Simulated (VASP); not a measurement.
VASP runs on BiTe (space group Fm-3m) share one base input (PBEsol GGA, plane waves, VASP's PBE PAW potentials (set 64)) and change the settings named in each case.

### KPOINTS
```
kpoints
0
G
5 5 5
0 0 0
```

**POSCAR**
```
BiTe
4.5749810
  0.0000000000   0.7071067618   0.7071067618
  0.7071067618   0.0000000000   0.7071067618
  0.7071067618   0.7071067618   0.0000000000
Bi Te
1 1
Direct
  0.0000000000   0.0000000000   0.0000000000
  0.5000000000   0.5000000000   0.5000000000
```

**INCAR**
```
SYSTEM = BiTe
PREC = Accurate; ENCUT = 300; LREAL = F
LASPH = T
EDIFF = 1E-6; NELM = 100; ALGO = Normal
LMAXMIX = 4
ISMEAR = -1; SIGMA = 0.1
GGA = PS
ISIF = 2
LWAVE = F; LCHARG = F
```

POTCAR, in this order: Bi_d Te (PBE.64 set). Program: vasp_std.

```json
[
 {"change": "base run", "E(σ→0) (eV/atom)": "-3.9894", "pressure (GPa)": "-2.04", "−TS (eV)": "-0.0445"},
 {"change": "GGA removed, POTCAR Bi_d Te (LDA.64 set)", "E(σ→0) (eV/atom)": "-4.2456", "pressure (GPa)": "-3.07", "−TS (eV)": "-0.0444"},
 {"change": "GGA_COMPAT = .FALSE., LNONCOLLINEAR = .TRUE., LSORBIT = .TRUE., MAGMOM = 0.0 0.0 0.0 0.0 0.0 0.0, program vasp_ncl", "E(σ→0) (eV/atom)": "-4.4387", "pressure (GPa)": "-0.41", "−TS (eV)": "-0.0862"},
 {"change": "KPOINTS 6×6×6 Γ-centred mesh", "E(σ→0) (eV/atom)": "-3.9847", "pressure (GPa)": "-1.86", "−TS (eV)": "-0.0536"}
]
```
 Energies of different potentials or functionals have different zeros.  Unless said otherwise, spin-orbit coupling is left out, though it shifts the bands of the heavy elements here. At 300 eV the pressure can carry a Pulay error.

Left out are runs that ran out of time, are held back, or changed the cell or the kind of run, fixed moments of cells without a moment, rows past the twelfth, gaps on odd meshes, pressures of charged cells and columns that move by less than the noise.

The structure comes from a measured BiTe entry (Fm-3m) of the Crystallography Open Database, whose conditions weren't checked. The cell was not relaxed at this level.
